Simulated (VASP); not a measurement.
Given:

```yaml
crystal:
  lattice:
    - [0.00000, 1.74552, 1.74552]
    - [1.74552, 0.00000, 1.74552]
    - [1.74552, 1.74552, 0.00000]
  atoms:
    - { symbol: C, position: [0.00000, 0.00000, 0.00000] }
    - { symbol: C, position: [0.25000, 0.25000, 0.25000] }
```

The numbers are results of r2SCAN meta-GGA, VASP's PBE PAW potentials (set 64) (plane waves; VASP), not measurements. Settings: 620 eV cut-off, 13×13×13 Γ-centred mesh, Gaussian smearing of 0.050 eV, potentials C.

### Question
Estimate the energy per atom (σ→0), pressure.

### Answer

| Item | Result |
|---|---|
| energy per atom (σ→0) | -9.802 eV/atom |
| pressure | 29.94 GPa |

Total energies compare only between runs with the same potentials, cut-off and functional.

The compound is C in the diamond structure. It was relaxed first under an external pressure of 30 GPa.
